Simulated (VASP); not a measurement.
Computed with PBE GGA, VASP's PBE PAW potentials (set 64) (plane waves; VASP).

A VASP calculation is set up with these files.

INCAR:
```
# general
SYSTEM=AlN
PREC  =Accurate
ENCUT =600
LREAL =.False.
LASPH =.True.   # aspherical one-centre terms

# electronic loop
EDIFF =1E-7
NELM  =100
ALGO  =Normal

# smearing
ISMEAR=0
SIGMA =0.05

# functional
GGA   =PE

# ions
ISIF  =2   # forces and stress, cell fixed

# output
LWAVE =.False.
LCHARG=.False.
```

POSCAR:
```
AlN
1
    1.5650905720    -2.7108163832     0.0000000000
    1.5650905720     2.7108163832     0.0000000000
    0.0000000000     0.0000000000     5.0117302543
Al N
2 2
Direct
  0.6666670000   0.3333330000   0.5000492216
  0.3333330000   0.6666670000   0.0000492216
  0.6666670000   0.3333330000   0.8819507784
  0.3333330000   0.6666670000   0.3819507784
```

File KPOINTS:
```
Automatic
0
gamma
  8 8 4
```

POTCAR, in this order: Al N (PBE.64 set). Program: vasp_std.

What VASP printed:

File OSZICAR:
```
       N       E                     dE             d eps       ncg     rms          rms(c)
DAV:   1     0.610400367494E+02    0.61040E+02   -0.83040E+03   720   0.134E+03
DAV:   2    -0.298573864790E+02   -0.90897E+02   -0.83227E+02  1084   0.246E+02
DAV:   3    -0.344222964051E+02   -0.45649E+01   -0.45436E+01   924   0.589E+01
DAV:   4    -0.344640768267E+02   -0.41780E-01   -0.41760E-01   864   0.647E+00
DAV:   5    -0.344646716167E+02   -0.59479E-03   -0.59471E-03   892   0.782E-01    0.120E+01
DAV:   6    -0.297752541685E+02    0.46894E+01   -0.17029E+01   876   0.330E+01    0.416E+00
DAV:   7    -0.297949184298E+02   -0.19664E-01   -0.63806E-01   804   0.674E+00    0.285E+00
DAV:   8    -0.297875764893E+02    0.73419E-02   -0.76342E-02   800   0.313E+00    0.489E-01
DAV:   9    -0.297829487792E+02    0.46277E-02   -0.18676E-02   928   0.102E+00    0.245E-01
DAV:  10    -0.297835153111E+02   -0.56653E-03   -0.26279E-03   840   0.409E-01    0.137E-01
DAV:  11    -0.297834172276E+02    0.98084E-04   -0.30780E-04   868   0.143E-01    0.335E-02
DAV:  12    -0.297834197539E+02   -0.25263E-05   -0.98934E-06   804   0.345E-02    0.856E-03
DAV:  13    -0.297834193861E+02    0.36779E-06   -0.87415E-06   868   0.238E-02    0.566E-03
DAV:  14    -0.297834193561E+02    0.30010E-07   -0.46794E-07   808   0.622E-03
   1 F= -.29783419E+02 E0= -.29783419E+02  d E =-.907601E-16
```

**OUTCAR**
```
------------------------ aborting loop because EDIFF is reached ----------------------------------------
  FORCE on cell =-STRESS in cart. coord.  units (eV):
  Direction    XX          YY          ZZ          XY          YZ          ZX
  --------------------------------------------------------------------------------------
  Total       -0.0664718     -0.0664718      0.0106155      0.0000000      0.0000000      0.0000000
  in kB       -2.5043270     -2.5043270      0.3999391      0.0000000      0.0000000      0.0000000
  external PRESSURE =      -1.5362383 kB  Pullay stress =       0.0000000 kB
  volume of cell :       42.53
      direct lattice vectors                 reciprocal lattice vectors
     1.565090572 -2.710816383  0.000000000     0.319470329 -0.184446281  0.000000000
     1.565090572  2.710816383  0.000000000     0.319470329  0.184446281  0.000000000
     0.000000000  0.000000000  5.011730254     0.000000000  0.000000000  0.199531888
  FREE ENERGIE OF THE ION-ELECTRON SYSTEM (eV)
  ---------------------------------------------------
  free  energy   TOTEN  =       -29.7834193561 eV

  energy  without entropy=      -29.7834193561  energy(sigma->0) =      -29.78341936
```
(Selected blocks of OUTCAR.)

### OUTCAR
```
 val. band max:        5.9862421679   @ k =   0.0000   0.0000   0.0000

 cond. band min:      10.0322870771   @ k =   0.0000   0.0000   0.0000


 Fermi energy:         6.2499893831

 k-point     1 :       0.0000    0.0000    0.0000
  band No.  band energies     occupation
      1      -9.0995      2.00000
      2      -7.0081      2.00000
      3       0.0703      2.00000
      4       5.1232      2.00000
      5       5.1232      2.00000
      6       5.7697      2.00000
      7       5.7697      2.00000
      8       5.9862      2.00000
      9      10.0323      0.00000
     10      12.4850      0.00000
     11      16.4534      0.00000
     12      17.0000      0.00000

 k-point     2 :       0.1250    0.0000    0.0000
  band No.  band energies     occupation
      1      -8.9061      2.00000
      2      -6.9009      2.00000
      3       0.3026      2.00000
      4       4.2634      2.00000
      5       4.8849      2.00000
      6       4.9460      2.00000
      7       5.7306      2.00000
      8       5.8951      2.00000
      9      10.8684      0.00000
     10      13.2180      0.00000
     11      15.6601      0.00000
     12      15.9439      0.00000

 k-point     3 :       0.2500    0.0000    0.0000
  band No.  band energies     occupation
      1      -8.3675      2.00000
      2      -6.6486      2.00000
      3       0.9698      2.00000
      4       2.5636      2.00000
      5       3.5321      2.00000
      6       4.4271      2.00000
      7       5.5511      2.00000
      8       5.5662      2.00000
      9      12.0433      0.00000
     10      13.4789      0.00000
     11      13.9877      0.00000
     12      15.8539      0.00000

 k-point     4 :       0.3750    0.0000    0.0000
  band No.  band energies     occupation
      1      -7.6417      2.00000
      2      -6.4671      2.00000
      3       1.1382      2.00000
      4       1.9457      2.00000
      5       2.3502      2.00000
      6       4.0532      2.00000
...
```

The compound is AlN in the wurtzite structure. It was relaxed first.
